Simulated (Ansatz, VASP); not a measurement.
# Cross-check of Nb2Sn2O7 between VASP and Ansatz, part 3 of 3

One calculation is typed for both programs; each brings its own data sets. How far apart do they land? The cell is taken from a series of runs on this material, whose earlier steps may have relaxed, scaled, displaced or heated it; both programs get it as it stands.

VASP 6.6.1 and Ansatz 0.2.0.

So far: The starting structure; Ansatz: dielectric response, LDA; VASP: dielectric response, LDA.

**3. VASP: dielectric response, LDA (continued)**

Level of this step: LDA; plane waves and PAW (Nb_sv, Sn_d, O) (VASP).

Numbers of over 12 decimals in the logs are rounded to 6 here.

From OUTCAR (step 3):

```text
ion  position               nearest neighbor table
   1  0.125  0.125  0.125-   9 2.02  10 2.02  13 2.02  14 2.02  15 2.02  18 2.02
   2  0.625  0.125  0.125-  11 2.02  14 2.02  18 2.02  19 2.02  20 2.02  22 2.02
   3  0.125  0.125  0.625-  10 2.02  11 2.02  12 2.02  15 2.02  16 2.02  22 2.02
   4  0.125  0.625  0.125-   9 2.02  12 2.02  13 2.02  16 2.02  19 2.02  20 2.02
   5  0.625  0.625  0.125-  17 2.33  21 2.33  14 2.76   9 2.76  18 2.76  13 2.76  20 2.76  19 2.76

  LATTYP: Found a face centered cubic cell.
 ALAT       =    10.7605900000

 Subroutine GETGRP returns: Found 48 space group operations
 (whereof 24 operations were pure point group operations)

The static configuration has the point symmetry T_d .
 The point group associated with its full space group is O_h .

 Found      8 irreducible k-points:

   k-points           NKPTS =      8   k-points in BZ     NKDIM =      8   number of bands    NBANDS=    119

   dimension x,y,z NGX =    60 NGY =   60 NGZ =   60
   dimension x,y,z NGXF=   120 NGYF=  120 NGZF=  120

   ENCUT  =  520.0 eV  38.22 Ry    6.18 a.u.  14.15 14.15 14.15*2*pi/ulx,y,z

   NELECT =     192.0000    total number of electrons

 k-points in reciprocal lattice and weights: Automatic mesh
   0.00000000  0.00000000  0.00000000       0.016
   0.25000000  0.00000000  0.00000000       0.125
   0.50000000  0.00000000  0.00000000       0.062
   0.25000000  0.25000000  0.00000000       0.094
   0.50000000  0.25000000  0.00000000       0.375
  -0.25000000  0.25000000  0.00000000       0.188
   0.50000000  0.50000000  0.00000000       0.047
  -0.25000000  0.50000000  0.25000000       0.094

 average (electrostatic) potential at core
       1 -84.2902       2 -84.2902       3 -84.2902       4 -84.2902       5-100.2797
       6-100.2797       7-100.2797       8-100.2797       9 -70.5364      10 -70.5364
      11 -70.5364      12 -70.5364      13 -70.5364      14 -70.5364      15 -70.5364
      16 -70.5364      17 -69.3697      18 -70.5364      19 -70.5364      20 -70.5364
      21 -69.3697      22 -70.5364

  Total      -23.9627792    -23.9627792    -23.9627792     -0.0000000      0.0000000     -0.0000000
  in kB     -123.2535701   -123.2535701   -123.2535701     -0.0000000      0.0000000     -0.0000000
  external PRESSURE =    -123.2535701 kB  Pullay stress =       0.0000000 kB

  energy-cutoff  :      520.00
  volume of cell :      311.49
      direct lattice vectors                 reciprocal lattice vectors
     0.000000000  5.380295000  5.380295000    -0.092931707  0.092931707  0.092931707
     5.380295000  0.000000000  5.380295000     0.092931707 -0.092931707  0.092931707
     5.380295000  5.380295000  0.000000000     0.092931707  0.092931707 -0.092931707

 POSITION                                       TOTAL-FORCE (eV/Angst)
 -----------------------------------------------------------------------------------
      1.34507      1.34507      1.34507         0.000000      0.000000      0.000000
      1.34507      4.03522      4.03522         0.000000      0.000000      0.000000
      4.03522      4.03522      1.34507         0.000000      0.000000      0.000000
      4.03522      1.34507      4.03522         0.000000      0.000000      0.000000
      4.03522      4.03522      6.72537         0.000000      0.000000      0.000000
      6.72537      6.72537      6.72537         0.000000      0.000000      0.000000
      6.72537      4.03522      4.03522         0.000000      0.000000      0.000000
      4.03522      6.72537      4.03522         0.000000      0.000000      0.000000
      2.69015      0.65643      2.69015         0.000000      0.451488      0.000000
      2.69015      2.69015      0.65643         0.000000      0.000000      0.451488
      5.38030      8.72687      5.38030         0.000000      0.451488      0.000000
      4.72387      2.69015      2.69015        -0.451488      0.000000      0.000000
      5.38030      2.03372      5.38030         0.000000     -0.451488      0.000000
      0.65643      2.69015      2.69015         0.451488      0.000000      0.000000
      5.38030      5.38030      2.03372         0.000000      0.000000     -0.451488
      8.72687      5.38030      5.38030         0.451488      0.000000      0.000000
      8.07044      8.07044      8.07044         0.000000      0.000000      0.000000
      2.03372      5.38030      5.38030        -0.451488      0.000000      0.000000
      2.69015      2.69015      4.72387         0.000000      0.000000     -0.451488
      5.38030      5.38030      8.72687         0.000000      0.000000      0.451488
      5.38030      5.38030      5.38030         0.000000      0.000000      0.000000
      2.69015      4.72387      2.69015         0.000000     -0.451488      0.000000
 -----------------------------------------------------------------------------------
    total drift:                                0.000000      0.000000      0.000000

 MACROSCOPIC STATIC DIELECTRIC TENSOR (including local field effects in DFT)
 ------------------------------------------------------
          10.160551    -0.000000     0.000000
           0.000000    10.160551     0.000000
           0.000000    -0.000000    10.160551
 ------------------------------------------------------

 PIEZOELECTRIC TENSOR (including local field effects)  for field in x, y, z        (C/m^2)
          XX          YY          ZZ          XY          YZ          ZX
  --------------------------------------------------------------------------------
  x    -0.00000    -0.00000     0.00000     0.00000     0.00000    -0.00000
  y    -0.00000    -0.00000     0.00000    -0.00000     0.00000    -0.00000
  z     0.00000    -0.00000     0.00000    -0.00000    -0.00000     0.00000

 BORN EFFECTIVE CHARGES (including local field effects) (in |e|, cummulative output)
 ---------------------------------------------------------------------------------
 ion    1
    1     8.59011     0.73292     0.73292
    2     0.73292     8.59011     0.73292
    3     0.73292     0.73292     8.59011
 ion    2
    1     8.59011    -0.73292    -0.73292
    2    -0.73292     8.59011     0.73292
    3    -0.73292     0.73292     8.59011
 ion    3
    1     8.59011     0.73292    -0.73292
    2     0.73292     8.59011    -0.73292
    3    -0.73292    -0.73292     8.59011
 ion    4
    1     8.59011    -0.73292     0.73292
    2    -0.73292     8.59011    -0.73292
    3     0.73292    -0.73292     8.59011
 ion    5
    1     3.46484     0.85681    -0.85681
    2     0.85681     3.46484    -0.85681
    3    -0.85681    -0.85681     3.46484
 ion    6
    1     3.46484     0.85681     0.85681
    2     0.85681     3.46484     0.85681
    3     0.85681     0.85681     3.46484
 ion    7
    1     3.46484    -0.85681    -0.85681
    2    -0.85681     3.46484     0.85681
    3    -0.85681     0.85681     3.46484
 ion    8
    1     3.46484    -0.85681     0.85681
    2    -0.85681     3.46484    -0.85681
    3     0.85681    -0.85681     3.46484
 ion    9
    1    -4.19343    -0.00000    -2.60166
    2     0.00000    -2.22195    -0.00000
    3    -2.60166     0.00000    -4.19343
 ion   10
    1    -4.19343    -2.60166    -0.00000
    2    -2.60166    -4.19343    -0.00000
    3     0.00000     0.00000    -2.22195
 ion   11
    1    -4.19343    -0.00000     2.60166
    2     0.00000    -2.22195    -0.00000
    3     2.60166     0.00000    -4.19343
 ion   12
    1    -2.22195     0.00000    -0.00000
    2    -0.00000    -4.19343     2.60166
    3     0.00000     2.60166    -4.19343
 ion   13
    1    -4.19343    -0.00000    -2.60166
    2     0.00000    -2.22195    -0.00000
    3    -2.60166     0.00000    -4.19343
 ion   14
    1    -2.22195    -0.00000     0.00000
[...]
2     0.00000    -2.22195    -0.00000
    3     2.60166     0.00000    -4.19343
```

**4. Differences**

Known differences besides the potentials themselves: the two LDA forms differ slightly; fixed occupations in Ansatz, narrow Gaussian smearing in VASP; VASP's response is taken on the typed mesh, Ansatz refines its own for the field response alone; the cutoff is 420 eV in Ansatz and 520 eV in VASP; VASP's log shows a relativistic correction to its local exchange, Ansatz's none. Total energies have different zeros and are not compared.

The two programs side by side:

```tsv
quantity	Ansatz	VASP	difference
ε∞ xx	9.88	10.16	-2.73 %
ε∞ yy	9.88	10.16	-2.73 %
ε∞ zz	9.88	10.16	-2.73 %
Born charge of Nb1 (mean of the diagonal) (e)	8.59	8.59	0.00
Born charge of Sn5 (mean of the diagonal) (e)	3.48	3.46	+0.01
Born charge of O9 (mean of the diagonal) (e)	-3.54	-3.54	0.00
```

**5. Results**

* difference in ε∞ xx (dielectric response, LDA): -2.7 %

The difference in ε∞ xx is -2.7 % (dielectric response, LDA), within the 5 % picked in this series as the mark of a large difference. How closely two codes agree says nothing of how well the functional describes the real material.

[Lines on the potential files, build, host, timing and source positions are cut from VASP's logs without a mark.]

[Logs are printed without paths, hosts, clocks, repeated set-up lines and the standing remarks that a program may print on its own settings, such as how far it seeks lower states.]

[Hosts, paths, dates, database ids (printed as entryN), source tags and the programs' standing remarks are cut or masked in the printed files.]
